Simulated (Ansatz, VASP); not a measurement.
# Ti (Ti(0001)): VASP beside Ansatz

One calculation is typed for both programs; each brings its own data sets. How far apart do they land? Of the first pair: The structure shown is the start of the Ansatz relaxation below; VASP solves that cell, so the two are compared at the walk's first step.

Program: Ansatz 0.2.0. Level of theory: plane waves, with VASP 6.6.1 beside it; PBEsol. Results are calculated unless marked as measured.

**1. Starting point**

The cell holds 4 atoms: 4 Ti. Cell: a = 2.950 Å, b = 2.950 Å, c = 25.027 Å, α = 90.0°, β = 90.0°, γ = 60.0°. Vacuum lies along c.

**2. Ansatz: relaxation, PBEsol**

Ansatz runs on its default PAW (the set named soft_2) files.

The two programs are compared at the cell with which this relaxation starts, whose forces are those of its first step.

The input, input.yaml:

```yaml
crystal:
  lattice:
    - [2.95, 0.0, 0.0]
    - [1.475, 2.5547749412, 0.0]
    - [0.0, 0.0, 25.0269]
  atoms:
    - { symbol: Ti, position: [0.6666666667, 0.6666666667, 0.3596130564] }
    - { symbol: Ti, position: [0.0, 0.0, 0.4532043521] }
    - { symbol: Ti, position: [0.6666666667, 0.6666666667, 0.5467956479] }
    - { symbol: Ti, position: [0.0, 0.0, 0.6403869436] }
kpoints:
  mp_grid: { grid: [12, 12, 1] }
hamiltonian:
  xc: pbesol
scf:
  occupations: { method: fermi_dirac, width: 0.1 }
  convergence: { dr2_threshold: 1.0e-08 }
efield:
  axis: 3
  dipole_correction: true
  ramp_position: 0.97
  ramp_width: 0.06
relax:
  f_tol: 0.02
  max_steps: 60
  constraints: [{ sites: [0, 1] }]
output:
  write_potential: true
  write_density: true
  volumetric_format: npy
```

The run is started by

```sh
ansatz run input.yaml --threads 4 --pin off --max-ram 12288MiB --backend cpu --events-out ev --progress --plain --runs-dir out
```

Numbers of over 12 decimals in the logs are rounded to 6 here.

What it wrote:

```text
Engine: ansatz 0.2.0, aarch64-unknown-linux-gnu
Pseudopotentials: kind: paw
Pseudopotential: Ti, paw, valence charge 12, recommended cutoff 420 eV (normal), Ti.paw.azcp
Functional definition: PBEsol
  exchange = pbesol_x
  correlation = pbesol_c
Crystal: 4 atoms, lattice volume = 188.617 Å³
Basis set: ecut = 420 eV, 3611 PW (Γ), exchange–correlation on 40×40×360 points (8 copies of the dense FFT grid, shifted against one another)
Bands: 29, of which v1, the nominal top of the filled ones, is band 24 counted from 1 (23 counted from 0)
Symmetry: 6 space group operations
k-points: 19 of 144 (time reversal used)
Non-local potential: Ti, projectors of the file, l = 0: 3, l = 1: 2, l = 2: 3, l = 3: 1
PAW form: soft (Blöchl's): semilocal exchange-correlation on the pseudo side does not see the compensation charge
PAW frozen core: Ti, regenerated for the run's functional, and the local potential with it (the file was generated under x = pbe(κ = 0.804, μ = 0.219515), c = pbe(β = 0.066725))
PAW one-centre angular grid: Ti, 590 points (default); XC on 64 Gauss nodes
Initial density: superposition of atomic densities (neutral atoms: chi_scale 0, normalization atom), corrected by the library's trained network
Initial wavefunctions: pseudopotential atomic-orbital guess
Functional: x = pbesol(κ = 0.804, μ = 0.123457), c = pbesol(β = 0.046)
SCF iter   1: F=—  HF=-9893.499099 eV  |F-HF|=—  |Δ(HF+E_count)|=         —  Δρ=7.55e-3  dr2=5.56e-1  ethr=1.77e-3  p=0.000 e·Å  D=5.72e-14 V/Å  ΔV_dip=-0.00 eV  dr2_dipole=1.03e-5  V_vac-E_F(+/−)=4.16/4.16 eV  ⟨swp⟩=6.9  Hψ=5641  notcnv=0
efield: sawtooth ramp at fractional position 0.9700 (set: `efield.ramp_position`, or a place that a band, a saddle search or an elastic batch's reference lends), width 0.0600; the density the first Hamiltonian is built on has a dipole p = 0.000 e·Å; the dipole correction subtracts the counter field D = 5.72e-14 V/Å, which shifts the + side's vacuum level by -0.00 eV against the − side's; the planar-averaged density in the ramp window peaks in size at 3.0e-5 e/Å³
automatic band count: the SCF goes on with 34 bands, as 29 were too few: the levels above may hold too much charge
preconditioner: auto → LDOS  [metal: Δε(μ)=0.005 eV  Ē_g=2.791 eV  σ=0.100 eV  W_gap=0.01  n_scr=16 (ndim 8)  ℏωp=10.8 eV  f_vac=0.550  D(μ)=8.32/eV (n_scr^D=88)  β→1.0]
SCF iter   2: F=—  HF=-9893.484200 eV  |F-HF|=—  |Δ(HF+E_count)|=   1.49e-2  Δρ=2.92e-3  dr2=2.61e-2  ethr=1.16e-3  p=-0.000 e·Å  D=-3.68e-5 V/Å  ΔV_dip=0.00 eV  dr2_dipole=2.95e-6  V_vac-E_F(+/−)=4.45/4.45 eV  ⟨swp⟩=2.0  Hψ=923  notcnv=0
SCF iter   3: F=—  HF=-9893.482222 eV  |F-HF|=—  |Δ(HF+E_count)|=   1.98e-3  Δρ=7.77e-4  dr2=2.88e-3  ethr=5.43e-5  p=-0.000 e·Å  D=-4.97e-5 V/Å  ΔV_dip=0.00 eV  dr2_dipole=2.66e-7  V_vac-E_F(+/−)=4.43/4.43 eV  ⟨swp⟩=2.2  Hψ=1022  notcnv=0
SCF iter   4: F=—  HF=-9893.482019 eV  |F-HF|=—  |Δ(HF+E_count)|=   2.02e-4  Δρ=1.87e-4  dr2=8.50e-5  ethr=6.00e-6  p=-0.000 e·Å  D=-1.07e-5 V/Å  ΔV_dip=0.00 eV  dr2_dipole=1.10e-6  V_vac-E_F(+/−)=4.46/4.46 eV  ⟨swp⟩=2.2  Hψ=776  notcnv=0
SCF iter   5: F=—  HF=-9893.482088 eV  |F-HF|=—  |Δ(HF+E_count)|=   6.91e-5  Δρ=1.08e-4  dr2=4.62e-5  ethr=1.77e-7  p=-0.000 e·Å  D=-8.76e-6 V/Å  ΔV_dip=0.00 eV  dr2_dipole=1.20e-7  V_vac-E_F(+/−)=4.47/4.47 eV  ⟨swp⟩=2.9  Hψ=1265  notcnv=0
SCF iter   6: F=—  HF=-9893.482082 eV  |F-HF|=—  |Δ(HF+E_count)|=   6.63e-6  Δρ=3.33e-5  dr2=5.63e-6  ethr=9.63e-8  p=0.000 e·Å  D=3.18e-6 V/Å  ΔV_dip=-0.00 eV  dr2_dipole=4.34e-9  V_vac-E_F(+/−)=4.48/4.48 eV  ⟨swp⟩=2.3  Hψ=884  notcnv=0
SCF iter   7: F=—  HF=-9893.482112 eV  |F-HF|=—  |Δ(HF+E_count)|=   3.06e-5  Δρ=9.08e-6  dr2=2.80e-7  ethr=1.17e-8  p=0.000 e·Å  D=3.16e-6 V/Å  ΔV_dip=-0.00 eV  dr2_dipole=2.37e-11  V_vac-E_F(+/−)=4.48/4.48 eV  ⟨swp⟩=1.9  Hψ=710  notcnv=0
SCF iter   8: F=—  HF=-9893.482113 eV  |F-HF|=—  |Δ(HF+E_count)|=   3.13e-7  Δρ=4.97e-6  dr2=6.33e-8  ethr=5.83e-10  p=0.000 e·Å  D=2.01e-6 V/Å  ΔV_dip=-0.00 eV  dr2_dipole=1.62e-9  V_vac-E_F(+/−)=4.48/4.48 eV  ⟨swp⟩=2.5  Hψ=954  notcnv=0
SCF iter   9: F=—  HF=-9893.482113 eV  |F-HF|=—  |Δ(HF+E_count)|=   2.40e-8  Δρ=2.19e-6  dr2=1.42e-8  ethr=1.32e-10  p=0.000 e·Å  D=9.97e-7 V/Å  ΔV_dip=-0.00 eV  dr2_dipole=2.45e-10  V_vac-E_F(+/−)=4.48/4.48 eV  ⟨swp⟩=2.9  Hψ=1271  notcnv=0
SCF iter  10: F=-9893.482113 eV  HF=-9893.482113 eV  |F-HF|=9.77e-10  |Δ(HF+E_count)|=   3.68e-9  Δρ=6.98e-7  dr2=9.55e-10  ethr=2.08e-11  p=0.000 e·Å  D=6.33e-7 V/Å  ΔV_dip=-0.00 eV  dr2_dipole=3.86e-11  V_vac-E_F(+/−)=4.48/4.48 eV  ⟨swp⟩=8.8  Hψ=3644  notcnv=0
SCF 1 converged in 10 iterations: F = -9893.482113 eV  dr2 = 9.55e-10
  greatest PAW one-centre occupation: 0.999 electrons in one spin orbital (limit 2), on the Ti atom at site 2 (counted from 0), in its partial waves of l = 0
[...]
preconditioner: auto → LDOS  [metal: Δε(μ)=0.007 eV  Ē_g=2.856 eV  σ=0.100 eV  W_gap=0.02  n_scr=16 (ndim 8)  ℏωp=10.8 eV  f_vac=0.561  D(μ)=7.74/eV (n_scr^D=74)  β→1.0]
[...]
SCF 3 converged in 10 iterations: F = -9893.575605 eV  dr2 = 1.11e-9
relax step   3: F+E_penalty+E_count = -9893.57560525 eV  Δ(F+E_penalty+E_count) = -1.771e-3 eV  max|allowed force component| = 1.207e-1 eV/Å  Δτ_max = 0.0870 Å  (10 SCF iters, accepted)
iter 1 solved again at ethr=1.50e-3 eV; its pass at ethr=3.10e-3 eV (dr2=7.20e-1 eV) is discarded
SCF iter   1: F=—  HF=-9893.590806 eV  |F-HF|=—  |Δ(HF+E_count)|=         —  Δρ=5.82e-3  dr2=7.82e-1  ethr=1.50e-3  p=0.003 e·Å  D=2.49e-3 V/Å  ΔV_dip=-0.06 eV  dr2_dipole=1.64e-1  V_vac-E_F(+/−)=4.43/4.50 eV  ⟨swp⟩=1.0  Hψ=2125  notcnv=0
efield: sawtooth ramp at fractional position 0.9700 (set: `efield.ramp_position`, or a place that a band, a saddle search or an elastic batch's reference lends), width 0.0600; the density the first Hamiltonian is built on has a dipole p = 0.003 e·Å; the dipole correction subtracts the counter field D = 2.49e-3 V/Å, which shifts the + side's vacuum level by -0.06 eV against the − side's; the planar-averaged density in the ramp window peaks in size at 6.4e-6 e/Å³
preconditioner: auto → LDOS  [metal: Δε(μ)=0.015 eV  Ē_g=2.833 eV  σ=0.100 eV  W_gap=0.04  n_scr=16 (ndim 8)  ℏωp=10.8 eV  f_vac=0.558  D(μ)=7.69/eV (n_scr^D=74)  β→1.0]
SCF iter   2: F=—  HF=-9893.578435 eV  |F-HF|=—  |Δ(HF+E_count)|=   1.24e-2  Δρ=1.80e-3  dr2=2.46e-2  ethr=1.50e-3  p=0.001 e·Å  D=8.75e-4 V/Å  ΔV_dip=-0.02 eV  dr2_dipole=1.85e-4  V_vac-E_F(+/−)=4.48/4.50 eV  ⟨swp⟩=1.2  Hψ=650  notcnv=0
SCF iter   3: F=—  HF=-9893.577890 eV  |F-HF|=—  |Δ(HF+E_count)|=   5.46e-4  Δρ=6.88e-4  dr2=2.97e-3  ethr=5.12e-5  p=0.002 e·Å  D=1.90e-3 V/Å  ΔV_dip=-0.05 eV  dr2_dipole=2.42e-4  V_vac-E_F(+/−)=4.45/4.50 eV  ⟨swp⟩=1.9  Hψ=692  notcnv=0
SCF iter   4: F=—  HF=-9893.577712 eV  |F-HF|=—  |Δ(HF+E_count)|=   1.78e-4  Δρ=7.88e-5  dr2=3.65e-5  ethr=6.20e-6  p=0.002 e·Å  D=2.13e-3 V/Å  ΔV_dip=-0.05 eV  dr2_dipole=1.57e-6  V_vac-E_F(+/−)=4.45/4.50 eV  ⟨swp⟩=2.0  Hψ=829  notcnv=0
SCF iter   5: F=—  HF=-9893.577751 eV  |F-HF|=—  |Δ(HF+E_count)|=   3.88e-5  Δρ=5.10e-5  dr2=2.97e-5  ethr=7.60e-8  p=0.002 e·Å  D=2.40e-3 V/Å  ΔV_dip=-0.06 eV  dr2_dipole=5.15e-6  V_vac-E_F(+/−)=4.44/4.50 eV  ⟨swp⟩=2.3  Hψ=861  notcnv=0
SCF iter   6: F=—  HF=-9893.577750 eV  |F-HF|=—  |Δ(HF+E_count)|=   8.58e-7  Δρ=1.31e-5  dr2=7.83e-7  ethr=6.19e-8  p=0.003 e·Å  D=2.60e-3 V/Å  ΔV_dip=-0.07 eV  dr2_dipole=5.38e-8  V_vac-E_F(+/−)=4.43/4.50 eV  ⟨swp⟩=1.5  Hψ=656  notcnv=0
SCF iter   7: F=—  HF=-9893.577778 eV  |F-HF|=—  |Δ(HF+E_count)|=   2.77e-5  Δρ=5.94e-6  dr2=1.84e-7  ethr=1.63e-9  p=0.003 e·Å  D=2.73e-3 V/Å  ΔV_dip=-0.07 eV  dr2_dipole=2.58e-8  V_vac-E_F(+/−)=4.43/4.50 eV  ⟨swp⟩=2.9  Hψ=1206  notcnv=0
SCF iter   8: F=—  HF=-9893.577778 eV  |F-HF|=—  |Δ(HF+E_count)|=   3.47e-8  Δρ=2.09e-6  dr2=1.19e-8  ethr=3.84e-10  p=0.003 e·Å  D=2.77e-3 V/Å  ΔV_dip=-0.07 eV  dr2_dipole=1.00e-10  V_vac-E_F(+/−)=4.43/4.50 eV  ⟨swp⟩=2.4  Hψ=983  notcnv=0
SCF iter   9: F=-9893.577778 eV  HF=-9893.577778 eV  |F-HF|=2.93e-9  |Δ(HF+E_count)|=   2.97e-8  Δρ=7.31e-7  dr2=1.41e-9  ethr=2.08e-11  p=0.003 e·Å  D=2.77e-3 V/Å  ΔV_dip=-0.07 eV  dr2_dipole=3.22e-10  V_vac-E_F(+/−)=4.43/4.50 eV  ⟨swp⟩=9.7  Hψ=3809  notcnv=0
SCF 4 converged in 9 iterations: F = -9893.577778 eV  dr2 = 1.41e-9
relax step   4: F+E_penalty+E_count = -9893.57777765 eV  Δ(F+E_penalty+E_count) = -2.172e-3 eV  max|allowed force component| = 1.003e-2 eV/Å  Δτ_max = 0.0361 Å  (9 SCF iters, accepted)
NSCF: frozen V_eff on 19 k-points
the band table was solved once a step of the walk had ended and its energy, with any forces and stress, was formed, with the checks that follow a solve (3020 applications of the Hamiltonian). They found nothing against the state; the energy, forces and stress were not computed again (output.eigenvalues in the input reference)
SCF converged after 9 iterations
Free energy (F): -9893.577778 eV
Harris-Foulkes:  -9893.577778 eV  (|F-HF|=2.93e-9)
Internal energy: -9893.328263 eV  (E = F + TS)
E sigma→0 (E₀):  -9893.453021 eV
Entropy (-TS):   -0.249514 eV (-62.379 meV/atom)
Fermi energy:    2.191942 eV
Dipole field:    D = 0.002798 V/Å  (p = 0.002916 e·Å, saw-weighted, corrected)
Work function:   Φ+ = 4.4296 eV   Φ− = 4.4996 eV
Levels:          The Fermi level and band energies are counted from a zero that moves with the ramp; work functions are not
--- Per-component energies (eV) ---
  E_band       = -1159.816736
  E_kinetic    = 1085.903829
  E_local      = -51114.622325  (includes V_loc(G=0)·N_el)
  E_nonlocal   = 39.569157
  E_hartree    = 24997.032340
  E_xc         = -383.739501
  E_vxc        = -481.940960  (∫ρ·V_xc dr)
  E_paw        = -4090.440066  (= ΣΔE_a)
  E_vpaw       = -682.797510  (= ΣTr[D̂ρ^β])
  E_aug_tail   = 0.000449  (compensation charges beyond the density's cutoff)
  E_efield     = 0.000004  (sawtooth field / dipole correction)
  E_vefield    = 0.007720  (∫n·V_field dr)
  E_ewald      = 19572.410311
  E_core_change = 0.557537  (= ΣΔE_core)
  E_smearing   = -0.249514  (= −TS)
  E_closure    = 0.000000  (closes the sum)
  Σ components = -9893.577778   (vs F -9893.577778, Δ=0.00e0)
--- Forces (eV/Å), atoms counted from 1 ---
  atom   1  Ti     0.00000000     0.00000000     0.78298918
  atom   2  Ti     0.00000000    -0.00000000    -0.78831936
  atom   3  Ti    -0.00000000     0.00000000     0.01003445
  atom   4  Ti     0.00000000    -0.00000000    -0.00469621
  max |Σ_I F_I| component: 8.06e-6 eV/Å
--- Band table (eV; the first three rows and the last of 19) ---
  k-point 0: bands = [... 20 lower, 1.9840, 2.1869, 2.6330, 2.7922, 2.7922, 2.8554, 2.8678, 2.8678, ... 6 higher]
  k-point 1: bands = [... 20 lower, 1.9171, 2.1546, 2.4902, 2.5329, 2.7323, 2.8407, 2.8924, 2.9746, ... 6 higher]
  k-point 2: bands = [... 20 lower, 1.6606, 1.9177, 2.0517, 2.3489, 2.4612, 2.6536, 2.9403, 3.0949, ... 6 higher]
  k-point 18: bands = [... 20 lower, 0.9748, 1.4100, 1.5041, 2.1479, 2.1611, 2.2897, 2.3306, 2.4769, ... 6 higher]
--- Relaxed structure (4 steps of the walk, 4 accepted, 0 SCFs on fresh bases) ---
  F+E_penalty+E_count = -9893.57777765 eV   max|allowed force component| = 1.003e-2 eV/Å
  atoms:
    - { symbol: Ti, position: [0.666667, 0.666667, 0.3596130564] }
    - { symbol: Ti, position: [0.0, 0.0, 0.4532043521] }
    - { symbol: Ti, position: [0.666667, 0.666667, 0.546628] }
    - { symbol: Ti, position: [0, 0, 0.631377] }
```

The column dr2 measures how far the density is from self-consistency, as an energy; F and HF (Harris–Foulkes) agree once it is small.

(Continued in part 2 of 3.)

[Lines on the potential files, build, host, timing and source positions are cut from VASP's logs without a mark.]

[Logs are printed without paths, hosts, clocks, repeated set-up lines and the standing remarks that a program may print on its own settings, such as how far it seeks lower states.]

[Hosts, paths, dates, database ids (printed as entryN), source tags and the programs' standing remarks are cut or masked in the printed files.]
